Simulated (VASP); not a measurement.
Calculation: optB86b-vdW, VASP's PBE PAW potentials (set 64) (plane waves; VASP).

VASP ran on this input.

POSCAR:
```
PbTe
1
    0.0000000000     3.2516622871     3.2516622871
    3.2516622871     0.0000000000     3.2516622871
    3.2516622871     3.2516622871     0.0000000000
Te Pb
1 1
Direct
  0.5000000000   0.5000000000   0.5000000000
  0.0000000000   0.0000000000   0.0000000000
```

### KPOINTS
```
Automatic
0
gamma
8 8 8
```

### INCAR
```
# general
SYSTEM  =PbTe
PREC    =Accurate
ENCUT   =520
LREAL   =.False.
LASPH   =.True.

# electronic loop
EDIFF   =1E-7
NELM    =100
ALGO    =Normal
LMAXMIX =4

# smearing
ISMEAR  =-5

# functional
GGA     =MK
LUSE_VDW=.True.
AGGAC   =0.0
PARAM1  =0.1234
PARAM2  =1.0

# ions
ISIF    =2

# output
LWAVE   =.False.
LCHARG  =.True.
LORBIT  =11
NEDOS   =601
```

POTCAR, in this order: Te Pb_d (PBE.64 set). Program: vasp_std.

Output of the run:

### OSZICAR
```
       N       E                     dE             d eps       ncg     rms          rms(c)
DAV:   1     0.159758578139E+03    0.15976E+03   -0.93473E+03   812   0.139E+03
DAV:   2     0.893369947771E+01   -0.15082E+03   -0.14850E+03   830   0.336E+02
DAV:   3    -0.242167848322E+01   -0.11355E+02   -0.11319E+02  1076   0.101E+02
DAV:   4    -0.270009318742E+01   -0.27841E+00   -0.27829E+00   928   0.191E+01
DAV:   5    -0.271180117762E+01   -0.11708E-01   -0.11708E-01  1118   0.363E+00    0.314E+00
DAV:   6    -0.257936413723E+01    0.13244E+00   -0.33049E-01  1090   0.443E+00    0.192E+00
DAV:   7    -0.257706151235E+01    0.23026E-02   -0.89905E-02   996   0.166E+00    0.884E-01
DAV:   8    -0.257921700157E+01   -0.21555E-02   -0.97827E-03   866   0.116E+00    0.131E-01
DAV:   9    -0.257917158388E+01    0.45418E-04   -0.12244E-03  1194   0.394E-01    0.470E-02
DAV:  10    -0.257921778990E+01   -0.46206E-04   -0.14201E-04   842   0.991E-02    0.229E-02
DAV:  11    -0.257922680295E+01   -0.90130E-05   -0.27796E-05   982   0.426E-02    0.985E-03
DAV:  12    -0.257922695778E+01   -0.15483E-06   -0.15965E-06  1016   0.140E-02    0.737E-03
DAV:  13    -0.257922674521E+01    0.21257E-06   -0.18535E-07   850   0.298E-03    0.242E-03
DAV:  14    -0.257922674782E+01   -0.26093E-08   -0.30849E-07   726   0.575E-03
   1 F= -.25792267E+01 E0= -.25792267E+01  d E =0.000000E+00
```

**OUTCAR**
```
------------------------ aborting loop because EDIFF is reached ----------------------------------------
  FORCE on cell =-STRESS in cart. coord.  units (eV):
  Direction    XX          YY          ZZ          XY          YZ          ZX
  --------------------------------------------------------------------------------------
  Total        0.0066445      0.0066445      0.0066445      0.0000000      0.0000000     -0.0000000
  in kB        0.1548205      0.1548205      0.1548205      0.0000000      0.0000000     -0.0000000
  external PRESSURE =       0.1548205 kB  Pullay stress =       0.0000000 kB
  volume of cell :       68.76
      direct lattice vectors                 reciprocal lattice vectors
     0.000000000  3.251662287  3.251662287    -0.153767506  0.153767506  0.153767506
     3.251662287  0.000000000  3.251662287     0.153767506 -0.153767506  0.153767506
     3.251662287  3.251662287  0.000000000     0.153767506  0.153767506 -0.153767506
  FREE ENERGIE OF THE ION-ELECTRON SYSTEM (eV)
  ---------------------------------------------------
  free  energy   TOTEN  =        -2.5792267478 eV

  energy  without entropy=       -2.5792267478  energy(sigma->0) =       -2.57922675

 total charge

# of ion       s       p       d       tot
------------------------------------------
    1        1.375   1.995   0.017   3.387
    2        1.454   0.574   9.830  11.857
--------------------------------------------------
tot          2.829   2.568   9.847  15.244
```
(Selected blocks of OUTCAR.)

The compound is PbTe in the rock salt structure. It was relaxed first.
